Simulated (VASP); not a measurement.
OSZICAR of a VASP run on MoTe₂ (2H layered):

File OSZICAR:
```
       N       E                     dE             d eps       ncg     rms          rms(c)
DAV:   1     0.325583633031E+03    0.32558E+03   -0.24341E+04  1256   0.122E+03
DAV:   2    -0.184888067632E+02   -0.34407E+03   -0.33542E+03  1311   0.305E+02
DAV:   3    -0.368168729612E+02   -0.18328E+02   -0.18144E+02  1212   0.597E+01
DAV:   4    -0.373755269267E+02   -0.55865E+00   -0.55584E+00  1284   0.101E+01
DAV:   5    -0.373941806119E+02   -0.18654E-01   -0.18641E-01  1295   0.184E+00    0.206E+01
DAV:   6    -0.366527177295E+02    0.74146E+00   -0.10576E+01  1132   0.156E+01    0.891E+00
DAV:   7    -0.365023691598E+02    0.15035E+00   -0.97743E+00  1114   0.127E+01    0.649E+00
DAV:   8    -0.360749765592E+02    0.42739E+00   -0.17089E+00  1265   0.598E+00    0.304E+00
DAV:   9    -0.360682522676E+02    0.67243E-02   -0.31416E-01  1296   0.251E+00    0.113E+00
DAV:  10    -0.360621826845E+02    0.60696E-02   -0.45541E-02  1237   0.108E+00    0.324E-01
DAV:  11    -0.360626331058E+02   -0.45042E-03   -0.21469E-03  1228   0.257E-01    0.189E-01
DAV:  12    -0.360625513239E+02    0.81782E-04   -0.17744E-04  1155   0.746E-02    0.126E-01
DAV:  13    -0.360625377810E+02    0.13543E-04   -0.14953E-04  1294   0.612E-02    0.450E-02
DAV:  14    -0.360625398785E+02   -0.20975E-05   -0.46022E-06  1041   0.972E-03    0.355E-02
DAV:  15    -0.360625394375E+02    0.44108E-06   -0.25028E-06   966   0.839E-03
   1 F= -.36062539E+02 E0= -.36062539E+02  d E =-.360625E+02
       N       E                     dE             d eps       ncg     rms          rms(c)
DAV:   1    -0.360744787270E+02   -0.11939E-01   -0.29584E-01  1006   0.404E+00    0.105E+00
DAV:   2    -0.360674436107E+02    0.70351E-02   -0.11544E-01  1117   0.182E+00    0.447E-01
DAV:   3    -0.360630375505E+02    0.44061E-02   -0.44250E-02  1102   0.811E-01    0.409E-01
DAV:   4    -0.360625281337E+02    0.50942E-03   -0.24078E-03  1074   0.250E-01    0.122E-01
DAV:   5    -0.360623099090E+02    0.21822E-03   -0.19060E-03  1169   0.225E-01    0.699E-02
DAV:   6    -0.360622974199E+02    0.12489E-04   -0.19428E-04  1284   0.589E-02    0.247E-02
DAV:   7    -0.360622991357E+02   -0.17158E-05   -0.32953E-05  1146   0.310E-02    0.902E-03
DAV:   8    -0.360622993749E+02   -0.23916E-06   -0.14297E-06   819   0.650E-03
   2 F= -.36062299E+02 E0= -.36062299E+02  d E =0.240063E-03
       N       E                     dE             d eps       ncg     rms          rms(c)
DAV:   1    -0.360669283084E+02   -0.46292E-02   -0.99368E-02  1006   0.234E+00    0.596E-01
DAV:   2    -0.360646510774E+02    0.22772E-02   -0.40070E-02  1117   0.107E+00    0.262E-01
DAV:   3    -0.360630738851E+02    0.15772E-02   -0.15020E-02  1102   0.473E-01    0.238E-01
DAV:   4    -0.360629167679E+02    0.15712E-03   -0.78000E-04  1060   0.141E-01    0.727E-02
DAV:   5    -0.360628340691E+02    0.82699E-04   -0.63131E-04  1147   0.131E-01    0.380E-02
DAV:   6    -0.360628219723E+02    0.12097E-04   -0.55231E-05  1240   0.322E-02    0.139E-02
DAV:   7    -0.360628187403E+02    0.32320E-05   -0.99172E-06  1069   0.169E-02    0.490E-03
DAV:   8    -0.360628186171E+02    0.12319E-06   -0.49435E-07   594   0.395E-03
   3 F= -.36062819E+02 E0= -.36062819E+02  d E =-.279180E-03
       N       E                     dE             d eps       ncg     rms          rms(c)
DAV:   1    -0.360635103251E+02   -0.69158E-03   -0.23752E-02  1000   0.979E-01    0.191E-01
DAV:   2    -0.360631389173E+02    0.37141E-03   -0.27867E-03  1226   0.252E-01    0.120E-01
DAV:   3    -0.360630232685E+02    0.11565E-03   -0.58648E-04  1106   0.107E-01    0.337E-02
DAV:   4    -0.360629875248E+02    0.35744E-04   -0.17808E-04  1129   0.634E-02    0.394E-02
DAV:   5    -0.360629880276E+02   -0.50280E-06   -0.12862E-05  1064   0.150E-02    0.166E-02
DAV:   6    -0.360629856994E+02    0.23282E-05   -0.13541E-05  1074   0.157E-02    0.798E-03
DAV:   7    -0.360629858166E+02   -0.11719E-06   -0.88073E-07   566   0.490E-03
   4 F= -.36062986E+02 E0= -.36062986E+02  d E =-.167200E-03
```

Which electronic solver shows in the log?

It is blocked Davidson (ALGO = Normal, or the opening steps of other solvers). The INCAR had ALGO = Normal.

Can the final energy be trusted as converged?

The run converged. It stopped with EDIFF = 1E-6, NELM = 100, NSW = 60 and EDIFFG = -0.02 after 4 ionic steps (PBE GGA, plane waves, VASP's PBE PAW potentials (set 64)). Without a dispersion term in the relaxation, distances and binding between the weakly bound layers, chains or molecules are unreliable, and so is what depends on them.

The compound is MoTe2 in the 2H layered structure. This run relaxes it. Symmetry was kept, so distortions that lower it aren't found. The start is the result of an earlier pass.
